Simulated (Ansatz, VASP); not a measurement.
**Cross-check of SnAu5 between VASP and Ansatz**

Aim: how closely do two programs agree when they are given the same cell, functional and k mesh?

Calculated with Ansatz 0.2.0; plane waves, with VASP 6.6.1 beside it; relaxation of cell and atoms at PBEsol.

## 1. The starting structure

Symmetry: R32, No. 155, trigonal system. Conventional cell: a = 5.092 Å, b = 5.092 Å, c = 14.333 Å, α = 90.00°, β = 90.00°, γ = 120.00°. Nearest to Au lie 10 Au at 2.88 to 2.97 Å and 2 Sn at 2.94 Å. Nearest to Au lie 9 Au at 2.91 to 2.94 Å and 3 Sn at 2.94 Å. Nearest to Sn lie 12 Au at 2.94 Å. Farther neighbours are not listed.

Coordinates:

```cif
data_structure
_symmetry_space_group_name_H-M 'R32:H'
_symmetry_Int_Tables_number 155
_cell_length_a 5.0920
_cell_length_b 5.0920
_cell_length_c 14.3330
_cell_angle_alpha 90.000
_cell_angle_beta 90.000
_cell_angle_gamma 120.000
_cell_volume 321.84
loop_
_atom_site_label
_atom_site_type_symbol
_atom_site_symmetry_multiplicity
_atom_site_Wyckoff_symbol
_atom_site_fract_x
_atom_site_fract_y
_atom_site_fract_z
_atom_site_occupancy
Au1 Au 9 e 0.34032 0.33333 0.83333 1
Au2 Au 6 c 0.33333 0.66667 0.99737 1
Sn1 Sn 3 a 0.00000 0.00000 0.00000 1
```

## 2. VASP: relaxation of cell and atoms, PBEsol

The relaxed volume is the usual yardstick between codes: its relative difference is about their pressure difference at one cell divided by the bulk modulus.

Lines of VASP's logs that name or quote its potential files are left out, and so is its time.

Contents of INCAR:

```
SYSTEM = SnAu5
PREC = Accurate
ENCUT = 350
EDIFF = 1E-06
NELM = 120
ISMEAR = 1
SIGMA = 0.15
LREAL = .FALSE.
ALGO = Normal
GGA = PS
NBANDS = 36
LORBIT = 11
LWAVE = .FALSE.
LCHARG = .FALSE.
KPAR = 4
IBRION = 2
NSW = 40
ISIF = 3
EDIFFG = -0.02
POTIM = 0.4
```

Contents of POSCAR:

```
SnAu5
1.0
    2.5460000000      1.4699337854      4.7776666667
   -2.5460000000      1.4699337854      4.7776666667
    0.0000000000     -2.9398675707      4.7776666667
Au Sn
5 1
Direct
    0.1736500000      0.8263500000      0.5000000000
    0.8263500000      0.5000000000      0.1736500000
    0.5000000000      0.1736500000      0.8263500000
    0.3307000000      0.3307000000      0.3307000000
    0.6693000000      0.6693000000      0.6693000000
    0.0000000000      0.0000000000      0.0000000000
```

Contents of KPOINTS:

```
Automatic mesh
0
Gamma
6 6 6
0 0 0
```

PAW data sets: Au and Sn (PBE family, release 64).

Started as:

```console
$ mpirun -np 4 vasp_std
```

Numbers of over 12 decimals in the logs are rounded to 6 here.

Log:

```text
[banner, memory and clock lines left out]
running    4 mpi-ranks, on    1 nodes
 distrk:  each k-point on    1 cores,    4 groups
 distr:  one band on    1 cores,    1 groups

 POSCAR found type information on POSCAR AuSn
 POSCAR found :  2 types and       6 ions
|                                                                             |
|               ----> ADVICE to this user running VASP <----                  |
|                                                                             |
|     You enforced a specific xc type in the INCAR file but a different       |
|     [... a line on the potential file left out ...]
|     I HOPE YOU KNOW WHAT YOU ARE DOING!                                     |
|                                                                             |

 LDA part: xc-table for (Slater+PW92), standard interpolation
 POSCAR, INCAR and KPOINTS ok, starting setup
 FFT: planning ... GRIDC
 FFT: planning ... GRID_SOFT
 FFT: planning ... GRID
 WAVECAR not read
 entering main loop
       N       E                     dE             d eps       ncg     rms          rms(c)
DAV:   1     0.282654731855E+03    0.28265E+03   -0.23336E+04  2304   0.111E+03
DAV:   2    -0.166912136789E+02   -0.29935E+03   -0.28887E+03  2544   0.270E+02
DAV:   3    -0.261582478914E+02   -0.94670E+01   -0.93117E+01  2620   0.447E+01
DAV:   4    -0.262745179528E+02   -0.11627E+00   -0.11609E+00  2472   0.515E+00
DAV:   5    -0.262760814851E+02   -0.15635E-02   -0.15633E-02  2536   0.623E-01    0.191E+01
DAV:   6    -0.243120490588E+02    0.19640E+01   -0.64366E+00  2448   0.160E+01    0.124E+01
DAV:   7    -0.242123184964E+02    0.99731E-01   -0.23330E-01  2420   0.252E+00    0.623E+00
DAV:   8    -0.241856468350E+02    0.26672E-01   -0.44136E-02  2444   0.909E-01    0.246E-01
DAV:   9    -0.241845779646E+02    0.10689E-02   -0.37109E-03  2416   0.448E-01    0.949E-02
DAV:  10    -0.241844570501E+02    0.12091E-03   -0.83478E-04  2452   0.137E-01    0.307E-02
DAV:  11    -0.241844665508E+02   -0.95007E-05   -0.44813E-05  2504   0.360E-02    0.112E-02
DAV:  12    -0.241844697420E+02   -0.31913E-05   -0.19854E-06  1988   0.113E-02    0.459E-03
DAV:  13    -0.241844703221E+02   -0.58007E-06   -0.32631E-07  1280   0.506E-03
   1 F= -.24184470E+02 E0= -.24182893E+02  d E =-.241845E+02
[... from here on, the cycles between the ionic steps are left out ...]
   2 F= -.24187085E+02 E0= -.24185177E+02  d E =-.261486E-02
   3 F= -.24187102E+02 E0= -.24185212E+02  d E =-.263120E-02
   9 F= -.24207253E+02 E0= -.24207150E+02  d E =-.458261E-02
  10 F= -.24206673E+02 E0= -.24206527E+02  d E =-.400283E-02
  11 F= -.24207386E+02 E0= -.24207246E+02  d E =-.471567E-02
  12 F= -.24209699E+02 E0= -.24209500E+02  d E =-.231350E-02
  13 F= -.24210598E+02 E0= -.24210386E+02  d E =-.321194E-02
  14 F= -.24211606E+02 E0= -.24211419E+02  d E =-.100788E-02
  15 F= -.24211639E+02 E0= -.24211460E+02  d E =-.104140E-02
  16 F= -.24212004E+02 E0= -.24211820E+02  d E =-.364753E-03
  17 F= -.24212101E+02 E0= -.24211918E+02  d E =-.461905E-03
  18 F= -.24212328E+02 E0= -.24212179E+02  d E =-.227146E-03
  19 F= -.24212370E+02 E0= -.24212248E+02  d E =-.268678E-03
 curvature:  -1.45 expect dE=-0.374E-03 dE for cont linesearch -0.169E-08
 trial: gam= 0.81627 g(F)=  0.932E-04 g(S)=  0.165E-03 ort =-0.793E-06 (trialstep = 0.102E+01)
 search vector abs. value=  0.616E-03
 bond charge predicted
       N       E                     dE             d eps       ncg     rms          rms(c)
DAV:   1    -0.242130456728E+02   -0.67551E-03   -0.15431E-01  2304   0.180E+00    0.154E-01
DAV:   2    -0.242125602274E+02    0.48545E-03   -0.32621E-03  2456   0.371E-01    0.642E-02
DAV:   3    -0.242125312205E+02    0.29007E-04   -0.10632E-04  2436   0.543E-02    0.430E-02
DAV:   4    -0.242125254113E+02    0.58092E-05   -0.26786E-05  2476   0.231E-02    0.105E-02
DAV:   5    -0.242125260550E+02   -0.64367E-06   -0.12663E-06  1612   0.754E-03
  20 F= -.24212526E+02 E0= -.24212420E+02  d E =-.156190E-03
 trial-energy change:   -0.000156  1 .order   -0.000158   -0.000262   -0.000054
 step:   1.2819(harm=  1.2819)  dis= 0.00412  next Energy=   -24.212535 (dE=-0.165E-03)
 reached required accuracy - stopping structural energy minimisation
```

From OUTCAR (step 2):

```text
ion  position               nearest neighbor table
   1  0.174  0.826  0.500-   2 2.88   3 2.88   4 2.91   5 2.91   6 2.94   6 2.94   4 2.94   5 2.94
                             3 2.97   2 2.97   2 2.97   3 2.97
   2  0.826  0.500  0.174-   1 2.88   3 2.88   5 2.91   4 2.91   6 2.94   6 2.94   5 2.94   4 2.94
                             1 2.97   3 2.97   3 2.97   1 2.97
   3  0.500  0.174  0.826-   1 2.88   2 2.88   4 2.91   5 2.91   6 2.94   6 2.94   4 2.94   5 2.94
                             1 2.97   2 2.97   2 2.97   1 2.97
   4  0.331  0.331  0.331-   3 2.91   2 2.91   1 2.91   6 2.94   6 2.94   6 2.94   5 2.94   5 2.94
                             5 2.94   3 2.94   1 2.94   2 2.94
   5  0.669  0.669  0.669-   2 2.91   3 2.91   1 2.91   6 2.94   6 2.94   6 2.94   4 2.94   4 2.94
                             4 2.94   2 2.94   1 2.94   3 2.94
   6  0.000  0.000  0.000-   5 2.94   5 2.94   4 2.94   4 2.94   5 2.94   4 2.94   1 2.94   1 2.94
                             3 2.94   2 2.94   2 2.94   3 2.94

  LATTYP: Found a trigonal (rhomboedric) cell.
 ALAT       =     5.6097165803
 COS(alpha) =     0.5880306043

 Subroutine GETGRP returns: Found  6 space group operations
 (whereof  6 operations were pure point group operations)

The static configuration has the point symmetry D_3 .

 Found     32 irreducible k-points:

   k-points           NKPTS =     32   k-points in BZ     NKDIM =     32   number of bands    NBANDS=     36

   dimension x,y,z NGX =    36 NGY =   36 NGZ =   36
   dimension x,y,z NGXF=    72 NGYF=   72 NGZF=   72

   ENCUT  =  350.0 eV  25.72 Ry    5.07 a.u.   8.56  8.56  8.56*2*pi/ulx,y,z

   NELECT =      59.0000    total number of electrons

 k-points in reciprocal lattice and weights: Automatic mesh
   0.00000000  0.00000000  0.00000000       0.005
   0.16666667  0.00000000 -0.00000000       0.028
   0.33333333 -0.00000000  0.00000000       0.028
   0.50000000 -0.00000000 -0.00000000       0.014
   0.16666667  0.16666667 -0.00000000       0.028
   0.33333333  0.16666667  0.00000000       0.056
   0.50000000  0.16666667 -0.00000000       0.056
  -0.33333333  0.16666667  0.00000000       0.056
  -0.16666667  0.16666667  0.00000000       0.028
[...]
-0.33333333  0.50000000  0.33333333       0.028
   0.50000000  0.50000000  0.50000000       0.005

 average (electrostatic) potential at core
       1 -64.5007       2 -64.5007       3 -64.5007       4 -64.5971       5 -64.5971
       6 -40.2747

 E-fermi :   9.0410

 k-point     1 :       0.0000    0.0000    0.0000
  band No.  band energies     occupation
    ...
     24       6.4194      2.00000
     25       6.4398      2.00000
     26       6.4398      2.00000
     27       7.0489      2.00000
     28       8.3544      2.00000
     29      10.0010     -0.00000
     30      10.0010     -0.00000
     31      10.9759     -0.00000
     32      11.2137     -0.00000
     33      11.4919     -0.00000
    ...

 k-point     2 :       0.1667    0.0000   -0.0000
  band No.  band energies     occupation
    ...
     25       6.4019      2.00000
     26       6.5240      2.00000
     27       7.6885      2.00000
     28       8.0982      2.00000
     29       9.0171      1.26636
     30       9.4631     -0.00051
     31      10.7280     -0.00000
     32      11.1563     -0.00000
     33      11.6769     -0.00000
     34      11.8723     -0.00000
    ...

 k-point     3 :       0.3333   -0.0000    0.0000
  band No.  band energies     occupation
    ...
     26       6.6165      2.00000
     27       7.0397      2.00000
     28       7.9083      2.00000
     29       8.4423      2.00000
     30       8.8974      2.04031
     31      10.1899     -0.00000
     32      10.5747     -0.00000
     33      11.6331     -0.00000
     34      12.2558      0.00000
     35      12.6962      0.00000
    ...

  Total        0.0491840      0.0491840     -0.0531256      0.0000000     -0.0000000      0.0000000
  in kB        0.7354391      0.7354391     -0.7943771      0.0000000     -0.0000000      0.0000000
  external PRESSURE =       0.2255004 kB  Pullay stress =       0.0000000 kB

  energy-cutoff  :      350.00
  volume of cell :      107.15
      direct lattice vectors                 reciprocal lattice vectors
     2.589810558  1.495227823  4.611699279     0.193064314  0.111465734  0.072279937
    -2.589810558  1.495227823  4.611699279    -0.193064314  0.111465734  0.072279937
     0.000000000 -2.990455646  4.611699279     0.000000000 -0.222931468  0.072279937

 POSITION                                       TOTAL-FORCE (eV/Angst)
 -----------------------------------------------------------------------------------
     -1.67901      0.00000      6.91755        -0.002884      0.000000      0.000000
      0.83951      1.45407      6.91755         0.001442      0.002498     -0.000000
      0.83951     -1.45407      6.91755         0.001442     -0.002498      0.000000
      0.00000      0.00000      4.56149        -0.000000     -0.000000     -0.014811
      0.00000      0.00000      9.27361        -0.000000      0.000000      0.014811
      2.58981      1.49523      4.61170        -0.000000      0.000000      0.000000
 -----------------------------------------------------------------------------------
    total drift:                               -0.000000      0.000000     -0.000000

  FREE ENERGIE OF THE ION-ELECTRON SYSTEM (eV)
  ---------------------------------------------------
  free  energy   TOTEN  =       -24.2125260550 eV

  energy  without entropy=      -24.2122069756  energy(sigma->0) =      -24.21241970

 reached required accuracy - stopping structural energy minimisation

 total charge
# of ion       s       p       d       tot
------------------------------------------
    1        0.547   0.356   8.750   9.652
    2        0.547   0.356   8.750   9.652
    3        0.547   0.356   8.750   9.652
    4        0.573   0.358   8.736   9.668
    5        0.573   0.358   8.736   9.668
    6        1.407   1.480   0.249   3.135
--------------------------------------------------
tot          4.194   3.263  43.971  51.428

[... 3 further parts left out ...]
```

The data set Sn keeps the semicore shell frozen, which is cheaper and a little less accurate. The run keeps the 6 symmetry operations of its start, so it cannot find a distortion of lower symmetry.

(Continued in part 2 of 2.)

[Lines on the potential files, build, host, timing and source positions are cut from VASP's logs without a mark.]

[Logs are printed without paths, hosts, clocks, repeated set-up lines and the standing remarks that a program may print on its own settings, such as how far it seeks lower states.]

[Hosts, paths, dates, database ids (printed as entryN), source tags and the programs' standing remarks are cut or masked in the printed files.]
